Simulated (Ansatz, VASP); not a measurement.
# Cross-check of CaMgZnAs2 between VASP and Ansatz

Aim: how closely do two programs agree when they are given the same cell, functional and k mesh? The cell is generated by rule, not measured, and may not be a known phase. The cell is taken from a series of runs on this material, whose earlier steps may have relaxed, scaled, displaced or heated it; both programs get it as it stands.

Main program and level: Ansatz 0.2.0; plane waves, with VASP 6.6.1 beside it; relaxation of cell and atoms at PBE.

The structure was built from a prototype and need not be the compound's stable phase.

### 1. Starting point

It takes space group P3m1 (No. 156, trigonal). Conventional cell: a = 4.275 Å, b = 4.275 Å, c = 7.089 Å, α = 90.00°, β = 90.00°, γ = 120.00°. Ca has 6 As at 3.04 to 3.05 Å nearest. Nearest to Mg lie 4 As at 2.61 to 2.66 Å. Nearest to Zn lie 4 As at 2.61 to 2.68 Å. As has 3 Zn at 2.61 Å and 1 Mg at 2.66 Å and 3 Ca at 3.04 Å nearest. As has 3 Mg at 2.61 Å and 1 Zn at 2.68 Å and 3 Ca at 3.05 Å nearest. Farther neighbours are not listed.

### 2. Ansatz: relaxation of cell and atoms, PBE, pair 1

Ansatz runs on norm-conserving files, of PseudoDojo where its log says so.

The relaxed volume is the usual yardstick between codes: in a stiff, nearly cubic crystal its relative difference is about their pressure difference at one cell divided by the bulk modulus.

Contents of input.yaml:

```yaml
crystal:
  lattice:
    - [4.2753392951, -2.9056e-06, 0.0]
    - [-2.1376671312, 3.7025538922, 0.0]
    - [0.0, 0.0, 7.0891007689]
  atoms:
    - { symbol: Ca, position: [0.0, 0.0, 0.0010257918] }
    - { symbol: Mg, position: [0.3333333333, 0.6666666667, 0.6275526354] }
    - { symbol: Zn, position: [0.6666666667, 0.3333333333, 0.3701216992] }
    - { symbol: As, position: [0.3333333333, 0.6666666667, 0.2524742068] }
    - { symbol: As, position: [0.6666666667, 0.3333333333, 0.7488256667] }
kpoints:
  mp_grid: { grid: [6, 6, 4] }
hamiltonian:
  xc: pbe
  pseudopotentials: { kind: nc }
scf:
  occupations: { method: fixed }
output:
  forces: true
  stress: true
  eigenvalues: true
relax:
  adjacent_minimum: "off"
  f_tol: 0.001
  max_steps: 60
  cell: { stress_tol: 0.01 }
```

On the command line:

```
ansatz run input.yaml --threads 8 --pin off --max-ram 14336MiB --backend cpu --events-out ev --progress --plain --runs-dir out
```

Numbers of over 12 decimals in the logs are rounded to 6 here.

Log:

```text
Engine: ansatz 0.2.0, aarch64-unknown-linux-gnu
Pseudopotentials: kind: nc
Pseudopotential: Ca, nc, valence charge 10, recommended cutoff 925.187132 eV (normal), Ca.nc.azcp (PseudoDojo's, or run here from an input of PseudoDojo's: the run reads no file of this project's for it)
Pseudopotential: Mg, nc, valence charge 10, recommended cutoff 1142.878222 eV (normal), Mg.nc.azcp
Pseudopotential: Zn, nc, valence charge 20, recommended cutoff 1142.878222 eV (normal), Zn.nc.azcp
Pseudopotential: As, nc, valence charge 15, recommended cutoff 1142.878222 eV (normal), As.nc.azcp
Functional definition: PBE
  parameter kappa = 0.804
  parameter beta = 0.066725
  exchange = pbe_x(kappa = kappa, mu = beta*pi^2/3)
  correlation = pbe_c(beta = beta)
Crystal: 5 atoms, lattice volume = 112.218 Å³
Basis set: ecut = 1142.878222 eV, 9849 PW (Γ), exchange–correlation on 96×96×160 points (8 copies of the dense FFT grid, shifted against one another)
Bands: 42, of which v1, the nominal top of the filled ones, is band 35 counted from 1 (34 counted from 0)
Symmetry: 6 space group operations
Space group: P3m1 (ITA 156), of the structure as read, at distance tolerance 4.8e-5 Å
k-points: 24 of 144 (time reversal used)
Non-local potential: Ca, projectors of the file, l = 0: 2, l = 1: 2, l = 2: 2
Non-local potential: Mg, projectors of the file, l = 0: 2, l = 1: 2
Non-local potential: Zn, projectors of the file, l = 0: 2, l = 1: 2, l = 2: 2, l = 3: 1
Non-local potential: As, projectors of the file, l = 0: 2, l = 1: 2, l = 2: 2
Initial density: superposition of atomic densities (chi_scale 0.1, normalization cell, long waves kept (reshape's long-wave potential 0.04 eV rms))
Initial wavefunctions: pseudopotential atomic-orbital guess
Functional: x = pbe(κ = 0.804, μ = 0.219515), c = pbe(β = 0.066725)
SCF iter   1: F=—  HF=-14135.420718 eV  |F-HF|=—  |Δ(HF+E_count)|=         —  Δρ=5.59e-2  dr2=7.00e0  ethr=3.10e-3  ⟨swp⟩=9.1  Hψ=4802  notcnv=0  defer=104
preconditioner: auto → Resta (q_TF=auto, 2.522 Å⁻¹)  ε∞=6.3  [insulator: Δε(μ)=0.145 eV  Ē_g=7.740 eV  n_scr=34 (ndim 8)  ℏωp=17.9 eV  f_vac=0.007  ε∞_Penn≈6.3]
SCF iter   2: F=—  HF=-14133.887472 eV  |F-HF|=—  |Δ(HF+E_count)|=    1.53e0  Δρ=2.40e-2  dr2=8.28e-1  ethr=3.10e-3  ⟨swp⟩=5.0  Hψ=2237  notcnv=0  defer=109
SCF iter   3: F=—  HF=-14133.698198 eV  |F-HF|=—  |Δ(HF+E_count)|=   1.89e-1  Δρ=8.13e-3  dr2=8.17e-2  ethr=1.18e-3  ⟨swp⟩=4.6  Hψ=2147  notcnv=0  defer=119
SCF iter   4: F=—  HF=-14133.694805 eV  |F-HF|=—  |Δ(HF+E_count)|=   3.39e-3  Δρ=2.31e-3  dr2=7.84e-3  ethr=1.17e-4  ⟨swp⟩=4.0  Hψ=1530  notcnv=0  defer=120
SCF iter   5: F=—  HF=-14133.695812 eV  |F-HF|=—  |Δ(HF+E_count)|=   1.01e-3  Δρ=1.01e-3  dr2=1.06e-3  ethr=1.12e-5  ⟨swp⟩=3.0  Hψ=1400  notcnv=0  defer=120
SCF iter   6: F=—  HF=-14133.696250 eV  |F-HF|=—  |Δ(HF+E_count)|=   4.38e-4  Δρ=5.91e-4  dr2=2.77e-4  ethr=1.52e-6  ⟨swp⟩=3.2  Hψ=2084  notcnv=0  defer=120
SCF iter   7: F=—  HF=-14133.696297 eV  |F-HF|=—  |Δ(HF+E_count)|=   4.61e-5  Δρ=1.52e-4  dr2=2.72e-5  ethr=3.96e-7  ⟨swp⟩=2.0  Hψ=1840  notcnv=0  defer=120
SCF iter   8: F=—  HF=-14133.696499 eV  |F-HF|=—  |Δ(HF+E_count)|=   2.02e-4  Δρ=4.04e-5  dr2=2.73e-6  ethr=3.89e-8  ⟨swp⟩=2.0  Hψ=1289  notcnv=0  defer=118
SCF iter   9: F=—  HF=-14133.696500 eV  |F-HF|=—  |Δ(HF+E_count)|=   1.53e-6  Δρ=1.13e-5  dr2=2.79e-7  ethr=3.90e-9  ⟨swp⟩=2.0  Hψ=1349  notcnv=0  defer=118
SCF iter  10: F=-14133.696500 eV  HF=-14133.696500 eV  |F-HF|=5.28e-11  |Δ(HF+E_count)|=   1.01e-7  Δρ=3.43e-6  dr2=1.07e-8  ethr=1.43e-10  ⟨swp⟩=19.3  Hψ=6747  notcnv=0
SCF 1 converged in 10 iterations: F = -14133.696500 eV  dr2 = 1.07e-8
relax step   1: F+E_penalty+E_count = -14133.69650016 eV  Δ(F+E_penalty+E_count) = +0.000e0 eV  max|allowed force component| = 3.796e-3 eV/Å  Δτ_max = 0.0000 Å  P = +0.002 GPa  Ω = 112.218 Å³  (10 SCF iters, dr2 threshold 1.00e-7 eV, accepted)
[...]
relax step   3: F+E_penalty+E_count = -14133.69650633 eV  Δ(F+E_penalty+E_count) = -1.337e-6 eV  max|allowed force component| = 1.744e-3 eV/Å  Δτ_max = 0.0008 Å  P = +0.002 GPa  Ω = 112.217 Å³  energy of the carried Pulay correction = +7.647e-8 eV  (5 SCF iters, dr2 threshold 4.54e-10 eV, accepted)
[...]
relax step   4: F+E_penalty+E_count = -14133.69650689 eV  Δ(F+E_penalty+E_count) = -5.533e-7 eV  max|allowed force component| = 3.658e-4 eV/Å  Δτ_max = 0.0003 Å  P = +0.001 GPa  Ω = 112.217 Å³  energy of the carried Pulay correction = +9.094e-8 eV  (5 SCF iters, dr2 threshold 1.90e-10 eV, accepted)
[...]
relax step   5: F+E_penalty+E_count = -14133.69650784 eV  Δ(F+E_penalty+E_count) = -9.539e-7 eV  max|allowed force component| = 3.634e-4 eV/Å  Δτ_max = 0.0000 Å  P = +0.001 GPa  Ω = 112.217 Å³  stress off target by 1.08e-3 GPa  SCF on the basis re-selected at this cell (its energy is not comparable with the rows above)  (10 SCF iters)
basis re-selected at this cell: Δ(F+E_penalty+E_count) = -9.539e-7 eV, ΔP = +0.000 GPa vs the last step (what re-selecting the basis moved, of the pressure what is left beyond the Pulay correction that the steps carried, after the strain that the cell walked since its last selection, with what the two solves' SCF thresholds leave and, on support functions, any second-order correction that the steps lacked; it is no m [...]
SCF converged after 10 iterations
Free energy (F): -14133.696508 eV
Harris-Foulkes:  -14133.696508 eV  (|F-HF|=9.09e-12)
Internal energy: -14133.696508 eV  (E = F + TS)
E sigma→0 (E₀):  -14133.696508 eV
Fermi energy:    8.673063 eV
--- Per-component energies (eV) ---
  E_band       = -1576.065445
  E_kinetic    = 7943.962885
  E_local      = -13980.804706  (includes V_loc(G=0)·N_el)
  E_nonlocal   = -3997.877522
  E_hartree    = 5246.407383
  E_xc         = -2321.899871
  E_vxc        = -2034.160860  (∫ρ·V_xc dr)
  E_ewald      = -7023.484677
  E_smearing   = -0.000000  (= −TS)
  E_closure    = -0.000000  (closes the sum)
  Σ components = -14133.696508   (vs F -14133.696508, Δ=0.00e0)
--- Forces (eV/Å), atoms counted from 1 ---
  atom   1  Ca     0.00000000    -0.00000000    -0.00038000
  atom   2  Mg    -0.00000000     0.00000000     0.00013885
  atom   3  Zn     0.00000000    -0.00000000    -0.00004017
  atom   4  As    -0.00000000     0.00000000     0.00026805
  atom   5  As     0.00000000    -0.00000000    -0.00006970
  max |Σ_I F_I| component: 8.30e-5 eV/Å
--- Stress (GPa, compression-positive) ---
        0.001076      -0.000000       0.000000
       -0.000000       0.001076      -0.000000
        0.000000      -0.000000      -0.000475
  P = ⅓ Tr σ = 0.0006 GPa (0.006 kbar)
--- Band table (eV; the first three rows and the last of 24) ---
  k-point 0: bands = [... 31 lower, 7.5020, 8.6414, 8.6731, 8.6731, 9.3191, 10.6284, 11.2778, 11.6304, ... 3 higher]
  k-point 1: bands = [... 31 lower, 7.6262, 7.6262, 8.4405, 8.4405, 9.7280, 11.0750, 11.6018, 11.6018, ... 3 higher]
  k-point 2: bands = [... 31 lower, 7.8963, 7.8963, 8.0748, 8.0748, 9.8318, 11.1682, 11.5308, 11.5308, ... 3 higher]
  k-point 23: bands = [... 31 lower, 5.4203, 6.0161, 7.2052, 7.2484, 10.5968, 11.2685, 12.4452, 12.7224, ... 3 higher]
--- Relaxed structure (4 steps of the walk, 4 accepted, 1 SCFs on fresh bases) ---
  F+E_penalty+E_count = -14133.69650784 eV   max|allowed force component| = 3.634e-4 eV/Å   (the final SCF, on the basis selected at the relaxed cell)
  cell:  # Å, volume = 112.2168 Å³
    - [4.275908, -2.906001976959699e-6, -1.0096768569894046e-19]
    - [-2.137952, 3.703047, 0]
    - [-1.674183308381106e-19, 0, 7.087133]
  atoms:
    - { symbol: Ca, position: [0, 0, 0.0011384] }
    - { symbol: Mg, position: [0.333333, 0.666667, 0.627585] }
    - { symbol: Zn, position: [0.666667, 0.333333, 0.370203] }
    - { symbol: As, position: [0.333333, 0.666667, 0.252344] }
    - { symbol: As, position: [0.666667, 0.333333, 0.748730] }
```

### 3. VASP: relaxation of cell and atoms, PBE, pair 1

The same cell, functional and mesh now go to VASP, with its own data sets.

Lines of VASP's logs that name or quote its potential files are left out, and so is its time.

Contents of INCAR:

```
SYSTEM = CaMgZnAs2
PREC = Accurate
ENCUT = 600
EDIFF = 1E-07
NELM = 120
ISMEAR = 0
SIGMA = 0.01
LREAL = .FALSE.
ALGO = Normal
GGA = PE
NBANDS = 23
LORBIT = 11
LWAVE = .FALSE.
LCHARG = .FALSE.
ISIF = 3
IBRION = 2
NSW = 80
EDIFFG = -0.005
LASPH = .TRUE.
GGA_COMPAT = .FALSE.
NELMIN = 4
EFERMI = MIDGAP
KPAR = 2
```

Contents of POSCAR:

```
CaMgZnAs2
1.0
    4.2753390000     -0.0000030000      0.0000000000
   -2.1376670000      3.7025540000      0.0000000000
    0.0000000000      0.0000000000      7.0891010000
Ca Mg Zn As
1 1 1 2
Direct
    0.0000000000      0.0000000000      0.0010258000
    0.3333333663      0.6666665766      0.6275526333
    0.6666666337      0.3333334234      0.3701216840
    0.3333333663      0.6666665766      0.2524741854
    0.6666666337      0.3333334234      0.7488256974
```

Contents of KPOINTS:

```
Automatic mesh
0
Gamma
6 6 4
0 0 0
```

Potentials, in the order of the species: Ca_sv, Mg, Zn and As (PBE family, release 64).

On the command line:

```
mpirun -np 2 vasp_std
```

Log:

```text
[banner, memory and clock lines left out]
running    2 mpi-ranks, on    1 nodes
 distrk:  each k-point on    1 cores,    2 groups
 distr:  one band on    1 cores,    1 groups

 POSCAR found type information on POSCAR CaMgZnAs
 POSCAR found :  4 types and       5 ions
 LDA part: xc-table for (Slater+PW92), standard interpolation
 POSCAR, INCAR and KPOINTS ok, starting setup
 FFT: planning ... GRIDC
 FFT: planning ... GRID_SOFT
 FFT: planning ... GRID
 WAVECAR not read
 entering main loop
       N       E                     dE             d eps       ncg     rms          rms(c)
DAV:   1     0.234929733477E+03    0.23493E+03   -0.16375E+04  1104   0.162E+03
DAV:   2    -0.165649173241E+01   -0.23659E+03   -0.22954E+03  1146   0.352E+02
DAV:   3    -0.181835363243E+02   -0.16527E+02   -0.16337E+02  1484   0.900E+01
DAV:   4    -0.188951110622E+02   -0.71157E+00   -0.70969E+00  1875   0.147E+01
DAV:   5    -0.189033025089E+02   -0.81914E-02   -0.81879E-02  1459   0.146E+00    0.567E+00
DAV:   6    -0.179624860980E+02    0.94082E+00   -0.26118E+00  1562   0.325E+01    0.409E+00
DAV:   7    -0.179141575683E+02    0.48329E-01   -0.10742E+00  1384   0.677E+00    0.171E+00
DAV:   8    -0.179161230889E+02   -0.19655E-02   -0.30746E-02  1573   0.117E+00    0.686E-01
DAV:   9    -0.179172243155E+02   -0.11012E-02   -0.58824E-03  1424   0.594E-01    0.123E-01
DAV:  10    -0.179173961235E+02   -0.17181E-03   -0.57476E-04  1502   0.182E-01    0.637E-02
DAV:  11    -0.179175480443E+02   -0.15192E-03   -0.24314E-04  1493   0.883E-02    0.168E-02
DAV:  12    -0.179175608148E+02   -0.12771E-04   -0.25434E-05  1448   0.356E-02    0.798E-03
DAV:  13    -0.179175641249E+02   -0.33101E-05   -0.81022E-06  1517   0.174E-02    0.223E-03
DAV:  14    -0.179175643131E+02   -0.18821E-06   -0.11120E-06  1385   0.867E-03    0.905E-04
DAV:  15    -0.179175643911E+02   -0.77998E-07   -0.22540E-07  1241   0.250E-03
   1 F= -.17917564E+02 E0= -.17917564E+02  d E =-.179176E+02
[...]
2 F= -.17917686E+02 E0= -.17917686E+02  d E =-.121659E-03
[...]
3 F= -.17917688E+02 E0= -.17917688E+02  d E =-.123157E-03
[...]
4 F= -.17917697E+02 E0= -.17917697E+02  d E =-.941016E-05
 trial-energy change:   -0.000009  1 .order   -0.000009   -0.000011   -0.000007
 step:   3.0757(harm=  3.0757)  dis= 0.00123  next Energy=   -17.917705 (dE=-0.171E-04)
 bond charge predicted
       N       E                     dE             d eps       ncg     rms          rms(c)
DAV:   1    -0.179177026311E+02   -0.56598E-05   -0.45975E-03  1132   0.396E-01    0.132E-02
DAV:   2    -0.179177060403E+02   -0.34092E-05   -0.72327E-05  1419   0.590E-02    0.606E-03
DAV:   3    -0.179177052992E+02    0.74113E-06   -0.24095E-06  1510   0.109E-02    0.278E-03
DAV:   4    -0.179177052107E+02    0.88496E-07   -0.54727E-07  1407   0.533E-03
   5 F= -.17917705E+02 E0= -.17917705E+02  d E =-.176626E-04
 curvature:  -1.59 expect dE=-0.332E-05 dE for cont linesearch -0.738E-09
 trial: gam= 0.20677 g(F)=  0.109E-05 g(S)=  0.996E-06 ort =-0.730E-07 (trialstep = 0.140E+01)
 search vector abs. value=  0.255E-05
 reached required accuracy - stopping structural energy minimisation
```

From OUTCAR (step 3):

```text
ion  position               nearest neighbor table
   1  0.000  0.000  0.001-   4 3.04   4 3.04   4 3.04   5 3.05   5 3.05   5 3.05
   2  0.333  0.667  0.628-   5 2.61   5 2.61   5 2.61   4 2.66   3 3.07   3 3.07   3 3.07
   3  0.667  0.333  0.370-   4 2.61   4 2.61   4 2.61   5 2.68   2 3.07   2 3.07   2 3.07
   4  0.333  0.667  0.252-   3 2.61   3 2.61   3 2.61   2 2.66   1 3.04   1 3.04   1 3.04
   5  0.667  0.333  0.749-   2 2.61   2 2.61   2 2.61   3 2.68   1 3.05   1 3.05   1 3.05

  LATTYP: Found a hexagonal cell.
 ALAT       =     4.2753390000
 C/A-ratio  =     1.6581377524

 Subroutine GETGRP returns: Found  6 space group operations
 (whereof  6 operations were pure point group operations)

The static configuration has the point symmetry C_3v.

 Found     24 irreducible k-points:

   k-points           NKPTS =     24   k-points in BZ     NKDIM =     24   number of bands    NBANDS=     23

   dimension x,y,z NGX =    36 NGY =   36 NGZ =   60
   dimension x,y,z NGXF=    72 NGYF=   72 NGZF=  120

   ENCUT  =  600.0 eV  44.10 Ry    6.64 a.u.   8.54  8.54 14.16*2*pi/ulx,y,z

   NELECT =      34.0000    total number of electrons

 k-points in reciprocal lattice and weights: Automatic mesh
   0.00000000  0.00000000  0.00000000       0.007
   0.16666667  0.00000000  0.00000000       0.042
   0.33333333  0.00000000  0.00000000       0.042
   0.50000000  0.00000000  0.00000000       0.021
   0.16666667  0.16666667  0.00000000       0.042
   0.33333333  0.16666667  0.00000000       0.083
   0.33333333  0.33333333  0.00000000       0.014
   0.00000000  0.00000000  0.25000000       0.014
   0.16666667  0.00000000  0.25000000       0.042
[...]
0.33333333  0.16666667  0.50000000       0.083
   0.33333333  0.33333333  0.50000000       0.014

 average (electrostatic) potential at core
       1 -46.5698       2 -38.2610       3 -36.2759       4 -50.6723       5 -50.3086

 E-fermi :   3.4904

 k-point     1 :       0.0000    0.0000    0.0000
  band No.  band energies     occupation
    ...
     13       1.9983      2.00000
     14       1.9983      2.00000
     15       3.1375      2.00000
     16       3.1706      2.00000
     17       3.1706      2.00000
     18       3.8102      0.00000
     19       5.1166      0.00000
     20       5.7682      0.00000
     21       6.1237      0.00000
     22       6.1237      0.00000
    ...

 k-point     2 :       0.1667    0.0000    0.0000
  band No.  band energies     occupation
    ...
     13       0.7946      2.00000
     14       1.5999      2.00000
     15       1.8018      2.00000
     16       2.7564      2.00000
     17       2.7635      2.00000
     18       4.8778      0.00000
     19       5.4418      0.00000
     20       6.3072      0.00000
     21       6.5925      0.00000
     22       6.6546      0.00000
    ...

 k-point     3 :       0.3333    0.0000    0.0000
  band No.  band energies     occupation
    ...
     13      -0.3782      2.00000
     14       0.3189      2.00000
     15       1.4318      2.00000
     16       1.9358      2.00000
     17       2.2023      2.00000
     18       4.5320      0.00000
     19       5.6687      0.00000
     20       6.8377      0.00000
     21       7.0082      0.00000
     22       7.2126      0.00000
    ...

  Total       -0.0026846     -0.0026846      0.0094252      0.0000000      0.0000000      0.0000000
  in kB       -0.0382297     -0.0382297      0.1342166      0.0000000      0.0000000      0.0000000
  external PRESSURE =       0.0192524 kB  Pullay stress =       0.0000000 kB

  energy-cutoff  :      600.00
  volume of cell :      112.51
      direct lattice vectors                 reciprocal lattice vectors
     4.279582052 -0.000003003 -0.000000000     0.233667772  0.134907927  0.000000000
    -2.139788524  3.706228593  0.000000000     0.000000189  0.269816170 -0.000000000
    -0.000000000  0.000000000  7.093497447     0.000000000 -0.000000000  0.140974182

 POSITION                                       TOTAL-FORCE (eV/Angst)
 -----------------------------------------------------------------------------------
     -0.00000      0.00000      0.00766         0.000000     -0.000000      0.001254
      0.00000      2.47082      4.45102         0.000000     -0.000000      0.000269
      2.13979      1.23541      2.62709        -0.000000     -0.000000      0.002486
      0.00000      2.47082      1.79149        -0.000000      0.000000     -0.003831
      2.13979      1.23541      5.30973         0.000000     -0.000000     -0.000178
 -----------------------------------------------------------------------------------
    total drift:                                0.000119     -0.000127      0.001538

  FREE ENERGIE OF THE ION-ELECTRON SYSTEM (eV)
  ---------------------------------------------------
  free  energy   TOTEN  =       -17.9177052107 eV

  energy  without entropy=      -17.9177052107  energy(sigma->0) =      -17.91770521

 reached required accuracy - stopping structural energy minimisation

 total charge
# of ion       s       p       d       tot
------------------------------------------
    1        2.033   5.845   0.246   8.124
    2        0.176   0.151   0.033   0.359
    3        0.540   0.402   9.751  10.693
    4        1.205   1.596   0.015   2.816
    5        1.199   1.654   0.010   2.862
--------------------------------------------------
tot          5.152   9.649  10.054  24.855

[... 3 further parts left out ...]
```

CONTCAR:

```
CaMgZnAs2
   1.00000000000000
     4.2795820521633541   -0.0000030030897407   -0.0000000000000000
    -2.1397885236978942    3.7062285934493970    0.0000000000000000
    -0.0000000000000000    0.0000000000000000    7.0934974469316678
  Ca              Mg              Zn              As
     1     1     1     2
Direct
     0.0000000000000000    0.0000000000000000    0.0010793015736690
     0.3333333663000033    0.6666665766000008    0.6274792845864534
     0.6666666336999967    0.3333334233999992    0.3703523277010243
     0.3333333663000033    0.6666665766000008    0.2525538714243378
     0.6666666336999967    0.3333334233999992    0.7485352148145102
```

The gap is read on the k-mesh alone, so it is an upper bound where the band edges lie off the mesh. The run keeps the 6 symmetry operations of its start, so it cannot find a distortion of lower symmetry.

### 4. Differences

Known differences besides the potentials themselves: fixed occupations in Ansatz, narrow Gaussian smearing in VASP; the data sets hold 70 valence electrons in Ansatz (on norm-conserving files, of PseudoDojo where its log says so) and 34 in VASP; the cutoff is 1142.88 eV in Ansatz and 600 eV in VASP; Ansatz adds a Pulay correction to the stress that steers its cell, VASP none. Total energies have different zeros and are not compared.

The two programs side by side:

| quantity | Ansatz | VASP | difference |
| --- | --- | --- | --- |
| volume (Å³) | 112.22 | 112.51 | -0.26 % |
| edge a after relaxation, in the typed setting (Å) | 4.276 | 4.280 | -0.09 % |
| edge c after relaxation, in the typed setting (Å) | 7.087 | 7.093 | -0.09 % |

(Part 1 of 2 ends here.)

[Lines on the potential files, build, host, timing and source positions are cut from VASP's logs without a mark.]

[Logs are printed without paths, hosts, clocks, repeated set-up lines and the standing remarks that a program may print on its own settings, such as how far it seeks lower states.]

[Hosts, paths, dates, database ids (printed as entryN), source tags and the programs' standing remarks are cut or masked in the printed files.]
